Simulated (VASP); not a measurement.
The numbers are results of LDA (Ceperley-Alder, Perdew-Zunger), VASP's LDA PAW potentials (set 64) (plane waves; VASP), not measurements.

A VASP calculation is set up with these files.

File POSCAR:
```
Ti3Al
5.74770
  1.0000000000   0.0000000000   0.0000000000
 -0.5000000000   0.8660253667   0.0000000000
  0.0000000000   0.0000000000   0.8056352976
Ti Al
6 2
Direct
  0.8299000000   0.6598000000   0.2500000000
  0.1701000000   0.3402000000   0.7500000000
  0.1701000000   0.8299000000   0.7500000000
  0.8299000000   0.1701000000   0.2500000000
  0.3402000000   0.1701000000   0.2500000000
  0.6598000000   0.8299000000   0.7500000000
  0.3333330000   0.6666670000   0.2500000000
  0.6666670000   0.3333330000   0.7500000000
```

**KPOINTS**
```
Automatic mesh
0
Gamma
5 5 5
0 0 0
```

### INCAR
```
# general
SYSTEM =Ti3Al
PREC   =Accurate
ENCUT  =300   # plane-wave cut-off (eV)
LREAL  =.FALSE.   # projection in real space or not
LASPH  =.TRUE.

# electronic loop
EDIFF  =1E-6   # SCF stop (eV)
NELM   =100   # most electronic steps
ALGO   =Normal   # blocked Davidson
LMAXMIX=4

# smearing
ISMEAR =0   # Gaussian
SIGMA  =0.1   # width (eV)

# ions
ISIF   =2

# output
LWAVE  =.FALSE.
LCHARG =.FALSE.
```

POTCAR, in this order: Ti_sv Al (LDA.64 set). Program: vasp_std.

Output

OSZICAR:
```
       N       E                     dE             d eps       ncg     rms          rms(c)
DAV:   1     0.820803228768E+03    0.82080E+03   -0.29518E+04  1396   0.144E+03
DAV:   2     0.547989277211E+02   -0.76600E+03   -0.75281E+03  1380   0.501E+02
DAV:   3    -0.553614181980E+02   -0.11016E+03   -0.10715E+03  2246   0.161E+02
DAV:   4    -0.692450445867E+02   -0.13884E+02   -0.13655E+02  2104   0.501E+01
DAV:   5    -0.700405137668E+02   -0.79547E+00   -0.78961E+00  2154   0.106E+01    0.216E+01
DAV:   6    -0.617067255878E+02    0.83338E+01   -0.47248E+01  1726   0.423E+01    0.457E+00
DAV:   7    -0.618218152537E+02   -0.11509E+00   -0.33681E+00  1936   0.795E+00    0.404E+00
DAV:   8    -0.617896461904E+02    0.32169E-01   -0.28315E-01  1804   0.316E+00    0.164E+00
DAV:   9    -0.617876656037E+02    0.19806E-02   -0.58376E-02  1880   0.135E+00    0.351E-01
DAV:  10    -0.617877731233E+02   -0.10752E-03   -0.10437E-02  1828   0.670E-01    0.818E-02
DAV:  11    -0.617878207779E+02   -0.47655E-04   -0.75775E-04  1984   0.144E-01    0.357E-02
DAV:  12    -0.617878124260E+02    0.83518E-05   -0.12558E-04  2042   0.480E-02    0.118E-02
DAV:  13    -0.617878124270E+02   -0.96588E-09   -0.80295E-06  1648   0.210E-02
   1 F= -.61787812E+02 E0= -.61778310E+02  d E =-.190054E-01
```

File OUTCAR:
```
------------------------ aborting loop because EDIFF is reached ----------------------------------------
  FORCE on cell =-STRESS in cart. coord.  units (eV):
  Direction    XX          YY          ZZ          XY          YZ          ZX
  --------------------------------------------------------------------------------------
  Total       -6.0069032     -6.0069026     -5.1470845      0.0000000     -0.0000000      0.0000000
  in kB      -72.6456873    -72.6456811    -62.2472981      0.0000000     -0.0000000      0.0000000
  external PRESSURE =     -69.1795555 kB  Pullay stress =       0.0000000 kB
  volume of cell :      132.48
      direct lattice vectors                 reciprocal lattice vectors
     5.747700000  0.000000000  0.000000000     0.173982637  0.100448926  0.000000000
    -2.873850000  4.977654000  0.000000000     0.000000000  0.200897853  0.000000000
     0.000000000  0.000000000  4.630550000     0.000000000  0.000000000  0.215957068
 POSITION                                       TOTAL-FORCE (eV/Angst)
 -----------------------------------------------------------------------------------
      2.87385      3.28426      1.15764         0.000000      0.014030      0.000000
     -0.00000      1.69340      3.47291         0.000000     -0.014030     -0.000000
     -1.40732      4.13096      3.47291        -0.012150      0.007015     -0.000000
      4.28117      0.84670      1.15764         0.012150     -0.007015      0.000000
      1.46653      0.84670      1.15764        -0.012150     -0.007015      0.000000
      1.40732      4.13096      3.47291         0.012150      0.007015      0.000000
     -0.00000      3.31844      1.15764         0.000000      0.000000      0.000000
      2.87385      1.65922      3.47291         0.000000      0.000000      0.000000
 -----------------------------------------------------------------------------------
    total drift:                               -0.004947      0.002856     -0.000026
  FREE ENERGIE OF THE ION-ELECTRON SYSTEM (eV)
  ---------------------------------------------------
  free  energy   TOTEN  =       -61.7878124270 eV

  energy  without entropy=      -61.7688070421  energy(sigma->0) =      -61.77830973
```
(Selected blocks of OUTCAR.)

At this cut-off the stress carries a Pulay error, which pulls relaxed volumes low.

The structure comes from a computed database's Ti3Al entry (P6_3/mmc); how it stands against other phases isn't given here. The cell was not relaxed at this level. The run is one of a series of settings (GGA removed, POTCAR Ti_sv Al (LDA.64 set) against the base run), some of them coarse on purpose.
